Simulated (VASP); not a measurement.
The system is RuSe.

```xyz
2
Lattice="3.1877 0.0000 0.0000 0.0000 3.1877 0.0000 0.0000 0.0000 3.1877" Properties=species:S:1:pos:R:3 pbc="T T T"
Ru    0.0000    0.0000    0.0000
Se    1.5938    1.5938    1.5938
```

The cell comes from a database or a generator and needn't be the stable form of this composition.

Base run:

* Program: VASP 6.6.1
* Functional: PBE
* Potentials or basis: VASP PAW PBE potentials, release 64 (Ru_pv, Se)
* Cutoff: 520 eV
* k mesh: 6 × 6 × 6
* Occupations: gaussian, width 0.05 eV
* Spin: collinear spin, zero start
* Starting moments: [0.0, 0.0] μB
* Hubbard terms: Ru d U = 3 eV

Its results: band gap on the k mesh none (metal or under the smearing width); pressure -9.3 GPa; net moment 0.00 μB per cell.

**Question.** The run is repeated on the same cell with these changes: functional from PBE to PBEsol; further incar settings from ALGO = Normal; EDIFF = 1e-06; NBANDS = 21 to ALGO = Normal; EDIFF = 1e-06. What comes out?

**Answer.** Band gap on the k mesh none (metal or under the smearing width); pressure -16.1 GPa; net moment 0.00 μB per cell.

Caveats: the PAW data sets were made with another functional, which shifts forces and pressure a little (some runs).

Not every run made on this cell is shown here.
